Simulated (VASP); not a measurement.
Wanted: the native input for a VASP 6.6.1 run.

* Task: electron localisation function
* Functional: PBE
* Potentials or basis: VASP PAW PBE potentials, release 64 (Ta_pv, As, Au, O)
* Cutoff: 520 eV
* k mesh: 7 × 7 × 3
* Occupations: fermi-dirac, width 0.05 eV
* Spin: no spin polarisation
* Further INCAR settings: ALGO = Normal; EDIFF = 1e-07

The structure of Ta3AsAu2O13 lies in POSCAR:

```
Ta3AsAu2O13
1.0
    6.8006700000     -1.9216300000     -0.0262100000
    6.8006700000      1.9216300000     -0.0262100000
   -1.7222500000      0.0000000000     10.3728800000
Ta As Au O
3 1 2 13
Direct
    0.2983200000      0.2983200000      0.6304200000
    0.3583800000      0.3583800000      0.0038600000
    0.6415300000      0.6415300000      0.9984100000
    0.7021000000      0.7021000000      0.3624900000
    0.6017600000      0.6017600000      0.6318100000
    0.3998900000      0.3998900000      0.3657700000
    0.3425700000      0.3425700000      0.8055700000
    0.4163800000      0.4163800000      0.5563500000
    0.7815900000      0.7815900000      0.5938900000
    0.6595800000      0.6595800000      0.2007100000
    0.5909500000      0.5909500000      0.4348600000
    0.2189700000      0.2189700000      0.4115600000
    0.6154600000      0.6154600000      0.8221400000
    0.1440000000      0.1440000000      0.6409700000
    0.3830000000      0.3830000000      0.1794700000
    0.8449800000      0.8449800000      0.3582500000
    0.5005000000      0.5005000000      0.0025800000
    0.8126900000      0.8126900000      0.9923200000
    0.1873700000      0.1873700000      0.0085600000
```

The cell was built by a generator and needn't be a form met in nature.

One way to write it, as run:

INCAR

```
SYSTEM = Ta3AsAu2O13
PREC = Accurate ; ENCUT = 520
EDIFF = 1E-7 ; ISMEAR = -1
SIGMA = 0.05 ; LREAL = .FALSE.
LASPH = .TRUE. ; NELM = 80
ALGO = Normal ; ISIF = 2
LWAVE = .FALSE. ; LCHARG = .TRUE.
GGA = PE ; LELF = .TRUE.
```

KPOINTS

```
Automatic mesh
0
G
  7 7 3
  0 0 0
```

Potentials or basis: VASP PAW PBE potentials, release 64 (Ta_pv, As, Au, O).

Launch:

```console
$ cat potpaw_PBE.64/Ta_pv/POTCAR potpaw_PBE.64/As/POTCAR potpaw_PBE.64/Au/POTCAR potpaw_PBE.64/O/POTCAR > POTCAR
$ mpirun -np 4 vasp_std > vasp.out
```

Results of the run:

```yaml
Pressure: 0.7 GPa
Largest_force: 0.288 eV/Å
Band_gap_on_the_k_mesh: none (metal or under the smearing width)
```

Wall time 7.2 min on 4 MPI ranks on Intel(R) Xeon(R) 6975P-C (Granite Rapids), on a shared host, peak memory 0.45 GiB a rank.
